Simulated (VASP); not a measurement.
An input for Ansatz (written as the equivalent of a VASP run, and not itself run):

Ansatz 0.2 input:
```yaml
crystal:
  lattice:
    - [0.0000000, 2.8593662, 2.8593662]
    - [2.8593662, 0.0000000, 2.8593662]
    - [2.8593662, 2.8593662, 0.0000000]
  atoms:
    - { symbol: Ga, position: [0.0000000, 0.0000000, 0.0000000] }
    - { symbol: As, position: [0.2500000, 0.2500000, 0.2500000] }
kpoints:
  mp_grid: { grid: [8, 8, 8] }
hamiltonian:
  xc: pbesol
  pseudopotentials: { kind: paw }
scf:
  occupations: { method: gaussian, width: 0.05 }
  max_iter: 100
output: { forces: true, stress: true, eigenvalues: true }
```

Q: Write the VASP files for the same calculation (PBEsol).

A: This is not unique; one that fits is 
**INCAR**
```
# general
SYSTEM   =  GaAs
PREC     =  Accurate
ENCUT    =  520
LREAL    =  .FALSE.
LASPH    =  .TRUE.

# electronic loop
EDIFF    =  1E-7
NELM     =  100
ALGO     =  Normal
LMAXMIX  =  4

# smearing
ISMEAR   =  0
SIGMA    =  0.05

# functional
GGA      =  PS

# ions
ISIF     =  2

# output
LWAVE    =  .FALSE.
LCHARG   =  .FALSE.
```

**KPOINTS**
```
Automatic mesh
0
Gamma
8 8 8
0 0 0
```

**POSCAR**
```
GaAs
1.0
  0.0000000000   2.8593661921   2.8593661921
  2.8593661921   0.0000000000   2.8593661921
  2.8593661921   2.8593661921   0.0000000000
Ga As
1 1
Cartesian
  0.0000000000   0.0000000000   0.0000000000
  1.4296830960   1.4296830960   1.4296830960
```

POTCAR, in this order: Ga_d As (PBE.64 set). Program: vasp_std.

Limits of the translation: each code has its own PAW files, so the cut-off isn't converted (ENCUT is set for VASP's; basis.ecutwfc is left out, and Ansatz then takes the one that its files recommend); Ansatz stops its SCF on the density residual and VASP on the energy change (EDIFF).

The compound is GaAs in the zinc blende structure. This cell is one point of a volume scan, at 1.03 of the reference volume.
